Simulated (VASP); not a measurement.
MgS (rock salt): the bulk modulus from VASP (plane waves, PAW) at several levels of theory. Static lattice, third-order Birch-Murnaghan fit over five volumes.

```tsv
level	bulk modulus (GPa)	error against measurement
LDA	85.0	+5.0 %
PBE	74.7	-7.8 %
PBEsol	78.9	-2.6 %
RPBE	70.0	-13.6 %
AM05	77.0	-5.0 %
PBE-D3(BJ)	81.8	+1.0 %
PBE-D4	80.5	-0.6 %
optB88-vdW	77.0	-4.9 %
rev-vdW-DF2	77.2	-4.8 %
revTPSS	77.4	-4.5 %
SCAN	81.8	+1.0 %
r2SCAN	80.9	-0.1 %
r2SCAN+rVV10	82.6	+2.0 %
HSE06	80.9	-0.1 %
HSEsol	83.7	+3.4 %
```

Measured: 81.0 GPa at 0 K (as given by Tamar Goldzak et al., The Journal of Chemical Physics (2022), arXiv:2208.04865; corrected for zero-point motion).

The cell of the LDA run:

MgS is modelled in the cubic space group Fm-3m (No. 225), the rock salt structure, Pearson symbol cF8. Conventional cell: a = b = c = 5.1180 Å, α = β = γ = 90.00°. Mg on 4a is coordinated by 6 S at 2.559 Å (octahedral). S on 4b has 6 Mg at 2.559 Å (octahedral). (Neighbours: up to the widest gap in distance over summed covalent radii, below 1.35, at either atom; cation-cation and far metal-metal contacts left out.)
(The calculation used a cell of 2 atoms; values per cell refer to that cell.)

Only levels that ran to the end are used. Left out are those held back, those with too coarse a band path, GW runs whose mesh misses a band edge, hybrids' fits of cells that aren't cubic and levels without matching references; a question may draw on a part of the rest.

The compound is MgS in the rock salt structure.
